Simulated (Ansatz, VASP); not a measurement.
## BiBrO: VASP beside Ansatz

Aim: how closely do two programs agree when they are given the same cell, functional and k mesh? The cell is taken from a series of runs on this material, whose earlier steps may have relaxed, scaled, displaced or heated it; both programs get it as it stands.

Main program and level: Ansatz 0.2.0; plane waves, with VASP 6.6.1 beside it; dielectric response at PBEsol.

## 1. Starting point

It takes space group P4/nmm (No. 129, tetragonal). Conventional cell: a = 3.916 Å, b = 3.916 Å, c = 8.077 Å, α = 90.00°, β = 90.00°, γ = 90.00°. Bi has 4 O at 2.32 Å and 4 Br at 3.18 Å nearest. Nearest to Br lie 4 Bi at 3.18 Å. O has 4 Bi at 2.32 Å nearest. Farther neighbours and most contacts between anions are not listed.

Coordinates:

```cif
data_structure
_symmetry_space_group_name_H-M 'P4/nmm:1'
_symmetry_Int_Tables_number 129
_cell_length_a 3.9160
_cell_length_b 3.9160
_cell_length_c 8.0770
_cell_angle_alpha 90.000
_cell_angle_beta 90.000
_cell_angle_gamma 90.000
_cell_volume 123.86
loop_
_atom_site_label
_atom_site_type_symbol
_atom_site_symmetry_multiplicity
_atom_site_Wyckoff_symbol
_atom_site_fract_x
_atom_site_fract_y
_atom_site_fract_z
_atom_site_occupancy
Bi1 Bi 2 c 0.00000 0.50000 0.15400 1
Br1 Br 2 c 0.00000 0.50000 0.65300 1
O1 O 2 a 0.00000 0.00000 0.00000 1
```

## 2. VASP: dielectric response, PBEsol

The response to a field tests empty states and converges slowly with the mesh.

Lines of VASP's logs that name or quote its potential files are left out, and so is its time.

INCAR reads:

```
SYSTEM = BiBrO
PREC = Accurate
ENCUT = 520
EDIFF = 1E-08
NELM = 120
ISMEAR = 0
SIGMA = 0.01
LREAL = .FALSE.
ALGO = Normal
GGA = PS
NBANDS = 34
LORBIT = 11
LWAVE = .FALSE.
LCHARG = .FALSE.
ISIF = 2
LEPSILON = .TRUE.
LASPH = .TRUE.
GGA_COMPAT = .FALSE.
KPAR = 2
```

POSCAR reads:

```
BiBrO
1.0
    3.9160000000      0.0000000000      0.0000000000
    0.0000000000      3.9160000000      0.0000000000
    0.0000000000      0.0000000000      8.0770000000
Bi Br O
2 2 2
Direct
    0.0000000000      0.5000000000      0.1540000000
    0.5000000000      0.0000000000      0.8460000000
    0.0000000000      0.5000000000      0.6530000000
    0.5000000000      0.0000000000      0.3470000000
    0.0000000000      0.0000000000      0.0000000000
    0.5000000000      0.5000000000      0.0000000000
```

KPOINTS reads:

```
Automatic mesh
0
Gamma
6 6 4
0 0 0
```

The projector-augmented-wave data sets are Bi_d, Br and O (PBE family, release 64).

On the command line:

```
$ mpirun -np 2 vasp_std
```

Numbers of over 12 decimals in the logs are rounded to 6 here.

Output:

```text
[banner, memory and clock lines left out]
running    2 mpi-ranks, on    1 nodes
 distrk:  each k-point on    1 cores,    2 groups
 distr:  one band on    1 cores,    1 groups

 POSCAR found type information on POSCAR BiBrO
 POSCAR found :  3 types and       6 ions
|                                                                             |
|               ----> ADVICE to this user running VASP <----                  |
|                                                                             |
|     You enforced a specific xc type in the INCAR file but a different       |
|     [... a line on the potential file left out ...]
|     I HOPE YOU KNOW WHAT YOU ARE DOING!                                     |
|                                                                             |

 LDA part: xc-table for (Slater+PW92), standard interpolation
 POSCAR, INCAR and KPOINTS ok, starting setup
 FFT: planning ... GRIDC
 FFT: planning ... GRID_SOFT
 FFT: planning ... GRID
 WAVECAR not read
 entering main loop
       N       E                     dE             d eps       ncg     rms          rms(c)
DAV:   1     0.634404695831E+03    0.63440E+03   -0.27776E+04  2040   0.183E+03
DAV:   2     0.593508406571E+02   -0.57505E+03   -0.56021E+03  2180   0.481E+02
DAV:   3    -0.291159684597E+02   -0.88467E+02   -0.86059E+02  2486   0.192E+02
DAV:   4    -0.334715116116E+02   -0.43555E+01   -0.43151E+01  2304   0.446E+01
DAV:   5    -0.336224955683E+02   -0.15098E+00   -0.15073E+00  2780   0.863E+00    0.117E+01
DAV:   6    -0.299326514392E+02    0.36898E+01   -0.14910E+01  3048   0.423E+01    0.500E+00
DAV:   7    -0.298083785399E+02    0.12427E+00   -0.31346E+00  2272   0.100E+01    0.312E+00
DAV:   8    -0.298021792758E+02    0.61993E-02   -0.67218E-01  2342   0.435E+00    0.119E+00
DAV:   9    -0.297874550103E+02    0.14724E-01   -0.71248E-02  2948   0.220E+00    0.460E-01
DAV:  10    -0.297873657431E+02    0.89267E-04   -0.18187E-02  2476   0.108E+00    0.963E-02
DAV:  11    -0.297874292900E+02   -0.63547E-04   -0.11739E-03  2510   0.236E-01    0.430E-02
DAV:  12    -0.297874660411E+02   -0.36751E-04   -0.22391E-04  2382   0.802E-02    0.211E-02
DAV:  13    -0.297874605374E+02    0.55037E-05   -0.53003E-05  2896   0.578E-02    0.787E-03
DAV:  14    -0.297874599109E+02    0.62652E-06   -0.79321E-06  2604   0.192E-02    0.160E-03
DAV:  15    -0.297874598264E+02    0.84522E-07   -0.67860E-07  2436   0.582E-03    0.512E-04
DAV:  16    -0.297874597479E+02    0.78475E-07   -0.58204E-08  2406   0.153E-03    0.350E-04
DAV:  17    -0.297874597430E+02    0.49113E-08   -0.72018E-09  1076   0.639E-04
   1 F= -.29787460E+02 E0= -.29787460E+02  d E =-.386609E-81
 Linear response reoptimize wavefunctions to high precision
DAV:   1    -0.297874597472E+02   -0.41773E-08   -0.27728E-09  1136   0.345E-04
DAV:   2    -0.297874597472E+02   -0.65484E-10   -0.63822E-10  1038   0.222E-04
 Linear response G [H, r] |phi>, progress :
  Direction:   1
       N       E                     dE             d eps       ncg     rms
RMM:   1    -0.171537719056E+03   -0.17154E+03    0.12815E+03  2866   0.256E+02
RMM:   2    -0.199673008362E+03   -0.28135E+02   -0.15884E+02  3396   0.624E+01
RMM:   3    -0.200591152695E+03   -0.91814E+00   -0.12878E+01  3653   0.167E+01
RMM:   4    -0.200664156887E+03   -0.73004E-01   -0.10503E+00  3891   0.514E+00
RMM:   5    -0.200687187058E+03   -0.23030E-01   -0.11280E-01  4014   0.164E+00
RMM:   6    -0.200689555015E+03   -0.23680E-02   -0.24658E-02  3933   0.615E-01
RMM:   7    -0.200689699472E+03   -0.14446E-03   -0.45513E-03  4197   0.260E-01
RMM:   8    -0.200689696935E+03    0.25374E-05   -0.41946E-04  4214   0.826E-02
RMM:   9    -0.200689687125E+03    0.98098E-05    0.21845E-03  4260   0.314E-02
RMM:  10    -0.200689697292E+03   -0.10167E-04    0.11833E-03  4337   0.143E-02
RMM:  11    -0.200689692557E+03    0.47352E-05    0.13290E-03  4279   0.799E-03
RMM:  12    -0.200689699234E+03   -0.66763E-05   -0.11273E-04  3940   0.487E-03
RMM:  13    -0.200689696100E+03    0.31335E-05    0.37102E-04  3531   0.342E-03
RMM:  14    -0.200689700757E+03   -0.46572E-05    0.66757E-04  3175   0.273E-03
RMM:  15    -0.200689698258E+03    0.24991E-05    0.20254E-04  2934   0.244E-03
RMM:  16    -0.200689701232E+03   -0.29735E-05    0.62375E-04  2872   0.229E-03
RMM:  17    -0.200689698532E+03    0.26999E-05    0.21330E-04  2757   0.224E-03
RMM:  18    -0.200689701165E+03   -0.26328E-05   -0.14420E-04  2609   0.221E-03
RMM:  19    -0.200689697625E+03    0.35395E-05    0.16680E-04  2410   0.219E-03
 Linear response G [H, r] |phi>, progress :
  Direction:   2
       N       E                     dE             d eps       ncg     rms
RMM:   1    -0.192186629177E+03   -0.19219E+03    0.11306E+03  2920   0.251E+02
RMM:   2    -0.222279724271E+03   -0.30093E+02   -0.14731E+02  3478   0.615E+01
[...]
RMM:  11    -0.211725394324E+03    0.68982E-04    0.24921E-03  4280   0.898E-03
RMM:  12    -0.211725438114E+03   -0.43790E-04    0.22966E-03  3903   0.481E-03
RMM:  13    -0.211725388257E+03    0.49857E-04    0.28402E-03  3591   0.351E-03
RMM:  14    -0.211725416617E+03   -0.28359E-04    0.24514E-03  3404   0.300E-03
RMM:  15    -0.211725426274E+03   -0.96572E-05    0.22884E-03  3313   0.278E-03
RMM:  16    -0.211725430872E+03   -0.45981E-05    0.22244E-03  3212   0.271E-03
[...]
RMM:  13    -0.272831031509E+01    0.11944E-07   -0.98765E-07  1565   0.138E-04
RMM:  14    -0.272831032201E+01   -0.69250E-08   -0.93281E-07  1422   0.132E-04
RMM:  15    -0.272831031397E+01    0.80386E-08   -0.14605E-06  1317   0.129E-04
RMM:  16    -0.272831032585E+01   -0.11875E-07   -0.18409E-06  1257   0.128E-04
 change of polarisation eV/A/(eV/A) component  2 :     0.371     5.457     0.076
 dielectric tensor                  component  2 :     0.542     8.972     0.111
 Linear response to external field (no local field effect), progress :
  Direction:   3
       N       E                     dE             d eps       ncg     rms          rms(c)
RMM:   1    -0.156711629670E+01   -0.15671E+01   -0.55758E+00  3469   0.772E+00
RMM:   2    -0.191447306933E+01   -0.34736E+00   -0.13946E-01  3687   0.193E+00
RMM:   3    -0.192085352391E+01   -0.63805E-02   -0.70546E-03  3746   0.445E-01
RMM:   4    -0.192121515735E+01   -0.36163E-03   -0.64454E-04  3846   0.125E-01
RMM:   5    -0.192123580049E+01   -0.20643E-04   -0.47827E-05  3872   0.355E-02
RMM:   6    -0.192123729814E+01   -0.14977E-05   -0.61222E-06  3893   0.117E-02
RMM:   7    -0.192123744867E+01   -0.15052E-06   -0.11799E-06  3922   0.416E-03
RMM:   8    -0.192123745327E+01   -0.46045E-08   -0.58010E-07  3864   0.177E-03
RMM:   9    -0.192123745832E+01   -0.50466E-08   -0.11972E-06  3526   0.724E-04
RMM:  10    -0.192123745652E+01    0.18035E-08    0.10029E-06  2679   0.245E-04
RMM:  11    -0.192123745451E+01    0.20013E-08    0.19701E-07  2111   0.146E-04
RMM:  12    -0.192123745403E+01    0.48807E-09    0.27674E-07  1817   0.109E-04
RMM:  13    -0.192123745357E+01    0.45361E-09    0.37497E-09  1644   0.912E-05
 change of polarisation eV/A/(eV/A) component  3 :     0.045     0.076     3.842
 dielectric tensor                  component  3 :     0.066     0.111     6.614
 Linear response to external field, progress :
  Direction:   1
       N       E                     dE             d eps       ncg     rms          rms(c)
RMM:   1    -0.188242769892E+01   -0.18824E+01   -0.74905E+00  5232   0.788E+00
RMM:   2    -0.237818010598E+01   -0.49575E+00   -0.16594E-01  5880   0.197E+00    0.286E+00
RMM:   3    -0.229875497823E+01    0.79425E-01   -0.13422E-01  5301   0.157E+00    0.154E+00
RMM:   4    -0.237510863891E+01   -0.76354E-01   -0.12948E-01  5755   0.162E+00    0.252E-01
RMM:   5    -0.240272212790E+01   -0.27613E-01   -0.49691E-03  5572   0.453E-01    0.394E-02
RMM:   6    -0.240674976713E+01   -0.40276E-02   -0.52553E-04  6013   0.129E-01    0.196E-02
RMM:   7    -0.240698844999E+01   -0.23868E-03   -0.13353E-04  5916   0.389E-02    0.608E-03
RMM:   8    -0.240725864392E+01   -0.27019E-03   -0.54058E-06  6166   0.156E-02    0.171E-03
RMM:   9    -0.240736747212E+01   -0.10883E-03   -0.75377E-06  6429   0.564E-03    0.685E-04
RMM:  10    -0.240735909068E+01    0.83814E-05   -0.15728E-06  6161   0.203E-03    0.185E-04
RMM:  11    -0.240735022488E+01    0.88658E-05    0.17087E-06  6421   0.796E-04    0.106E-04
RMM:  12    -0.240735119405E+01   -0.96917E-06    0.44518E-07  5811   0.366E-04    0.180E-05
RMM:  13    -0.240735156131E+01   -0.36725E-06    0.66689E-07  3836   0.193E-04    0.674E-06
 change of polarisation eV/A/(eV/A) component  1 :     4.488     0.066     0.036
 dielectric tensor                  component  1 :     7.557     0.097     0.053
 Linear response to external field, progress :
  Direction:   2
       N       E                     dE             d eps       ncg     rms          rms(c)
RMM:   1    -0.188242979443E+01   -0.18824E+01   -0.74905E+00  5231   0.788E+00
RMM:   2    -0.237818373719E+01   -0.49575E+00   -0.16593E-01  5877   0.197E+00    0.286E+00
RMM:   3    -0.229875817086E+01    0.79426E-01   -0.13422E-01  5301   0.157E+00    0.154E+00
RMM:   4    -0.237511937038E+01   -0.76361E-01   -0.12956E-01  5753   0.162E+00    0.252E-01
RMM:   5    -0.240271546361E+01   -0.27596E-01   -0.49440E-03  5572   0.453E-01    0.395E-02
RMM:   6    -0.240674828050E+01   -0.40328E-02   -0.55005E-04  6013   0.129E-01    0.197E-02
RMM:   7    -0.240698225898E+01   -0.23398E-03   -0.94941E-05  5927   0.388E-02    0.663E-03
RMM:   8    -0.240726127825E+01   -0.27902E-03   -0.23851E-05  6153   0.157E-02    0.171E-03
RMM:   9    -0.240736816368E+01   -0.10689E-03   -0.81988E-06  6430   0.563E-03    0.690E-04
RMM:  10    -0.240736128588E+01    0.68778E-05   -0.42256E-06  6165   0.202E-03    0.183E-04
RMM:  11    -0.240735287595E+01    0.84099E-05   -0.14035E-06  6433   0.795E-04    0.104E-04
RMM:  12    -0.240735407719E+01   -0.12012E-05    0.99878E-09  5779   0.366E-04    0.184E-05
RMM:  13    -0.240735436681E+01   -0.28962E-06   -0.40030E-07  3851   0.192E-04    0.658E-06
 change of polarisation eV/A/(eV/A) component  2 :     0.068     4.488     0.059
 dielectric tensor                  component  2 :     0.100     7.557     0.086
 Linear response to external field, progress :
  Direction:   3
       N       E                     dE             d eps       ncg     rms          rms(c)
RMM:   1    -0.156711629670E+01   -0.15671E+01   -0.55758E+00  3469   0.772E+00
RMM:   2    -0.191446621679E+01   -0.34735E+00   -0.13937E-01  3686   0.193E+00    0.297E+00
RMM:   3    -0.165840043849E+01    0.25607E+00   -0.26667E-01  3528   0.205E+00    0.160E+00
RMM:   4    -0.166798705795E+01   -0.95866E-02   -0.16037E-01  3676   0.154E+00    0.739E-01
RMM:   5    -0.170246356114E+01   -0.34477E-01   -0.12570E-02  3592   0.553E-01    0.107E-01
RMM:   6    -0.170717685842E+01   -0.47133E-02   -0.37244E-03  3524   0.195E-01    0.640E-02
RMM:   7    -0.171069595456E+01   -0.35191E-02   -0.23504E-05  3573   0.882E-02    0.241E-02
RMM:   8    -0.171130090682E+01   -0.60495E-03   -0.17373E-04  3643   0.274E-02    0.844E-03
RMM:   9    -0.171152752037E+01   -0.22661E-03    0.27266E-04  3838   0.982E-03    0.178E-03
RMM:  10    -0.171165473383E+01   -0.12721E-03   -0.11326E-04  3709   0.463E-03    0.487E-04
RMM:  11    -0.171164213896E+01    0.12595E-04    0.19713E-05  3793   0.162E-03    0.217E-04
RMM:  12    -0.171164808557E+01   -0.59466E-05    0.11034E-05  3854   0.702E-04    0.968E-05
RMM:  13    -0.171165133709E+01   -0.32515E-05    0.89043E-06  3581   0.383E-04    0.381E-05
RMM:  14    -0.171165444591E+01   -0.31088E-05   -0.49982E-06  2880   0.197E-04    0.964E-06
 change of polarisation eV/A/(eV/A) component  3 :     0.039     0.070     3.162
 dielectric tensor                  component  3 :     0.057     0.102     5.620
 Born effective charges drift removed
```

Parts of OUTCAR (step 2):

```text
ion  position               nearest neighbor table
   1  0.000  0.500  0.154-   5 2.32   6 2.32   5 2.32   6 2.32   4 3.18   4 3.18   4 3.18   4 3.18
                             2 3.72   2 3.72   2 3.72   2 3.72
   2  0.500  0.000  0.846-   5 2.32   6 2.32   6 2.32   5 2.32   3 3.18   3 3.18   3 3.18   3 3.18
                             1 3.72   1 3.72   1 3.72   1 3.72
   3  0.000  0.500  0.653-   2 3.18   2 3.18   2 3.18   2 3.18
   4  0.500  0.000  0.347-   1 3.18   1 3.18   1 3.18   1 3.18
   5  0.000  0.000  0.000-   1 2.32   2 2.32   1 2.32   2 2.32
   6  0.500  0.500  0.000-   1 2.32   2 2.32   2 2.32   1 2.32

  LATTYP: Found a simple tetragonal cell.
 ALAT       =     3.9160000000
 C/A-ratio  =     2.0625638407

 Subroutine GETGRP returns: Found 16 space group operations
 (whereof  8 operations were pure point group operations)

The static configuration has the point symmetry D_2d.
 The point group associated with its full space group is D_4h.

 Found     30 irreducible k-points:

   k-points           NKPTS =     30   k-points in BZ     NKDIM =     30   number of bands    NBANDS=     34

   dimension x,y,z NGX =    30 NGY =   30 NGZ =   60
   dimension x,y,z NGXF=    60 NGYF=   60 NGZF=  120

   ENCUT  =  520.0 eV  38.22 Ry    6.18 a.u.   7.28  7.28 15.02*2*pi/ulx,y,z

   NELECT =      56.0000    total number of electrons

 k-points in reciprocal lattice and weights: Automatic mesh
   0.00000000  0.00000000  0.00000000       0.007
   0.16666667  0.00000000  0.00000000       0.028
   0.33333333  0.00000000  0.00000000       0.028
   0.50000000  0.00000000  0.00000000       0.014
   0.16666667  0.16666667  0.00000000       0.028
   0.33333333  0.16666667  0.00000000       0.056
   0.50000000  0.16666667  0.00000000       0.028
   0.33333333  0.33333333  0.00000000       0.028
   0.50000000  0.33333333  0.00000000       0.028
[...]
0.50000000  0.33333333  0.50000000       0.028
   0.50000000  0.50000000  0.50000000       0.007

 average (electrostatic) potential at core
       1-105.6847       2-105.6847       3 -59.8698       4 -59.8698       5 -70.1003
       6 -70.1003

  Total       -0.0058349     -0.0058349      0.2239129      0.0000000     -0.0000000      0.0000000
  in kB       -0.0754755     -0.0754755      2.8963716      0.0000000     -0.0000000      0.0000000
  external PRESSURE =       0.9151402 kB  Pullay stress =       0.0000000 kB

  energy-cutoff  :      520.00
  volume of cell :      123.86
      direct lattice vectors                 reciprocal lattice vectors
     3.916000000  0.000000000  0.000000000     0.255362615  0.000000000  0.000000000
     0.000000000  3.916000000  0.000000000     0.000000000  0.255362615  0.000000000
     0.000000000  0.000000000  8.077000000     0.000000000  0.000000000  0.123808345

 POSITION                                       TOTAL-FORCE (eV/Angst)
 -----------------------------------------------------------------------------------
      0.00000      1.95800      1.24386        -0.000000      0.000000      0.207418
      1.95800      0.00000      6.83314        -0.000000      0.000000     -0.207418
      0.00000      1.95800      5.27428        -0.000000      0.000000      0.133614
      1.95800      0.00000      2.80272        -0.000000      0.000000     -0.133614
      0.00000      0.00000      0.00000        -0.000000      0.000000     -0.000000
      1.95800      1.95800      0.00000         0.000000     -0.000000     -0.000000
 -----------------------------------------------------------------------------------
    total drift:                                0.000000      0.000000      0.000000

 MACROSCOPIC STATIC DIELECTRIC TENSOR (including local field effects in DFT)
 ------------------------------------------------------
           7.556919     0.000000     0.000000
           0.000000     7.556919     0.000000
           0.000000     0.000000     5.619700
 ------------------------------------------------------

 PIEZOELECTRIC TENSOR (including local field effects)  for field in x, y, z        (C/m^2)
          XX          YY          ZZ          XY          YZ          ZX
  --------------------------------------------------------------------------------
  x    -0.00000     0.00000     0.00000     0.00000     0.00000     0.00000
  y     0.00000     0.00000     0.00000     0.00000     0.00000     0.00000
  z     0.00000     0.00000     0.00000     0.00000     0.00000     0.00000

 BORN EFFECTIVE CHARGES (including local field effects) (in |e|, cummulative output)
 ---------------------------------------------------------------------------------
 ion    1
    1     5.66591     0.00000     0.00000
    2     0.00000     5.66591     0.00000
    3     0.00000     0.00000     3.42949
 ion    2
    1     5.66591     0.00000     0.00000
    2     0.00000     5.66591    -0.00000
    3     0.00000     0.00000     3.42949
 ion    3
    1    -2.13086     0.00000     0.00000
    2     0.00000    -2.13086     0.00000
    3     0.00000     0.00000    -1.20121
 ion    4
    1    -2.13086     0.00000     0.00000
    2     0.00000    -2.13086     0.00000
    3     0.00000     0.00000    -1.20121
 ion    5
    1    -3.53505     0.00000     0.00000
    2     0.00000    -3.53505     0.00000
    3     0.00000     0.00000    -2.22828
 ion    6
    1    -3.53505     0.00000    -0.00000
    2     0.00000    -3.53505    -0.00000
    3     0.00000     0.00000    -2.22828
```

(Continued in part 2 of 2.)

[Lines on the potential files, build, host, timing and source positions are cut from VASP's logs without a mark.]

[Logs are printed without paths, hosts, clocks, repeated set-up lines and the standing remarks that a program may print on its own settings, such as how far it seeks lower states.]

[Hosts, paths, dates, database ids (printed as entryN), source tags and the programs' standing remarks are cut or masked in the printed files.]
